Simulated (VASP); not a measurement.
InAs:

```xyz
2
Lattice="0.0000 3.0180 3.0180 3.0180 0.0000 3.0180 3.0180 3.0180 0.0000" Properties=species:S:1:pos:R:3 pbc="T T T"
In    0.0000    0.0000    0.0000
As    1.5090    1.5090    1.5090
```

```yaml
Program: VASP 6.6.1
Task: relaxation of cell and atoms
Functional: PBEsol
Potentials_or_basis: VASP PAW PBE potentials, release 64 (In_d, As)
Cutoff: 600 eV
k_mesh: 10 × 10 × 10
Occupations: gaussian, width 0.03 eV
Spin: no spin polarisation
```

At the start: pressure 1.6 GPa; volume 27.49 Å³/atom.

Question: How do energy, volume and symmetry change on relaxing?

Answer: Over 3 steps the energy falls by 3.7 meV/atom and the volume is 28.25 Å³/atom (+2.8 %); space group F-43m (No. 216, to 0.05 Å).

Step by step:
```csv
step,energy change (eV),largest force (eV/Å),pressure (GPa),volume (Å³)
1,0.0000,0.0000,1.62,54.98
2,-0.0059,0.0000,-0.70,57.21
3,-0.0075,0.0000,0.01,56.49
```

Final structure:
```yaml
crystal:
  lattice:
    - [0.00000, 3.04545, 3.04545]
    - [3.04545, 0.00000, 3.04545]
    - [3.04545, 3.04545, 0.00000]
  atoms:
    - { symbol: In, position: [0.00000, 0.00000, 0.00000] }
    - { symbol: As, position: [0.25000, 0.25000, 0.25000] }
```

Caveat: the PAW data sets were made with another functional, which shifts forces and pressure a little.
